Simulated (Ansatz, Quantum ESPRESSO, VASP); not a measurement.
**One structure in several programs: LaC2 (I4/mmm, 3 atoms in the cell)**

Self-consistent single point.

```yaml
crystal:
  lattice:
    - [-1.97717, 1.97717, 3.28824]
    - [1.97717, -1.97717, 3.28824]
    - [1.97717, 1.97717, -3.28824]
  atoms:
    - { symbol: La, position: [0.00000, 0.00000, 0.00000] }
    - { symbol: C, position: [0.40186, 0.40186, 0.00000] }
    - { symbol: C, position: [0.59814, 0.59814, 0.00000] }
```

Shared settings, as Ansatz (a program for electronic structure) writes them: kpoints.mp_grid.grid = 14 14 14; scf.occupations.method = fermi_dirac; scf.occupations.width = 0.0073 Ry. Potentials and cutoffs stand in the table.

```tsv
code	model	pressure (GPa)	largest force (eV/Å)	cutoff
VASP	LDA (PZ), VASP's LDA PAW potentials (set 64)	-6.37	0.133	400 eV
Ansatz	LDA (PW92), default PAW files made with PBE	-6.02	0.229	default
Quantum ESPRESSO	LDA (PZ), GBRV 1.5 ultrasoft (LDA) pseudopotentials	-5.69	0.122	40 Ry
```

The spread over the programs that give each value: pressure within 0.68 GPa; largest force within 0.107 eV/Å.

Ansatz's pressure is given at a fixed set of plane waves, as the other plane-wave codes print theirs; with its correction for the finite basis it is -5.77 GPa (the shift of 0.25 GPa shows how far the cutoff is from converged). The same LDA comes in different parametrisations, which differ slightly. In the force vectors, Ansatz (by 0.096) lies more than 0.08 eV/Å from the median of the plane-wave programs.

VASP's run is marked for a possible Pulay error in its stress at this cutoff; no cutoff test was made.

The starting cell comes from a database of computed structures (which also holds hypothetical and non-ambient phases and stackings), without a prior relaxation at this level. Its lattice was rescaled by a random factor within 2.5 % of one.

Keys are those of Ansatz 0.2.
